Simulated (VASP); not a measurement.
TiSi2 (Zhiqinite):

```xyz
6
Lattice="0.0000 4.1180 4.2615 2.3865 0.0000 4.2615 2.3865 4.1180 0.0000" Properties=species:S:1:pos:R:3 pbc="T T T"
Ti    3.5797    6.1770    6.3922
Ti    2.3865    4.1180    4.2615
Si    1.1932    0.6836    2.1307
Si    1.1932    3.4344    2.1307
Si    2.3865    1.3754    4.2615
Si    2.3865    6.8606    4.2615
```

```yaml
Program: VASP 6.6.1
Task: relaxation of cell and atoms
Functional: LDA
Potentials_or_basis: VASP PAW LDA potentials, release 64 (Ti_sv, Si)
Cutoff: 600 eV
k_mesh: 10 × 10 × 10
Occupations: methfessel-paxton, width 0.1 eV
Spin: no spin polarisation
```

At the start: pressure -4.7 GPa; volume 13.96 Å³/atom.

Problem. Where does the relaxation end?

Solution. Over 8 steps the energy falls by 7.8 meV/atom and the volume is 13.53 Å³/atom (-3.1 %); space group Fddd (No. 70, to 0.05 Å).

The path:
| step | energy change (eV) | largest force (eV/Å) | pressure (GPa) | volume (Å³) |
| --- | --- | --- | --- | --- |
| 1 | 0.0000 | 0.1382 | -4.73 | 83.76 |
| 2 | -0.0056 | 0.0951 | 5.02 | 78.86 |
| 3 | -0.0414 | 0.1187 | 0.03 | 81.17 |
| 4 | -0.0444 | 0.0876 | 0.04 | 81.07 |
| 5 | -0.0446 | 0.0766 | 0.08 | 81.03 |
| 6 | -0.0463 | 0.0291 | 0.09 | 81.06 |
| 7 | -0.0466 | 0.0025 | 0.09 | 81.07 |
| 8 | -0.0467 | 0.0012 | -0.09 | 81.17 |

Final structure:
```
CELL_PARAMETERS angstrom
0.00000 4.06656 4.21937
2.36540 0.00000 4.21937
2.36540 4.06656 0.00000
ATOMIC_POSITIONS crystal
Ti 0.75000 0.75000 0.75000
Ti 0.50000 0.50000 0.50000
Si 0.08561 0.41439 0.08561
Si 0.41439 0.08561 0.41439
Si 0.16439 0.83561 0.16439
Si 0.83561 0.16439 0.83561
```
